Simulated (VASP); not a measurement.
Input:

```
AsB
1.0
    0.00000     2.40246     2.40246
    2.40246     0.00000     2.40246
    2.40246     2.40246     0.00000
B As
1 1
Direct
  0.00000   0.00000   0.00000
  0.25000   0.25000   0.25000
```

Level of theory: vdW-DF2, VASP's PBE PAW potentials (set 64) (plane waves; VASP). Settings: 520 eV cut-off, 9×9×9 Γ-centred mesh, Gaussian smearing of 0.050 eV, potentials B As.

Question: What does the run give for the energy per atom (σ→0), pressure?

Answer: 
```json
{
  "energy per atom (σ→0)": "-389.0 kJ/mol of atoms",
  "pressure": "79.8 kbar"
}
```

The absolute energy has meaning only against runs of the same code, potentials and settings.

The compound is BAs in the zinc blende structure. This cell is one point of a volume scan, at 0.94 of the reference volume.
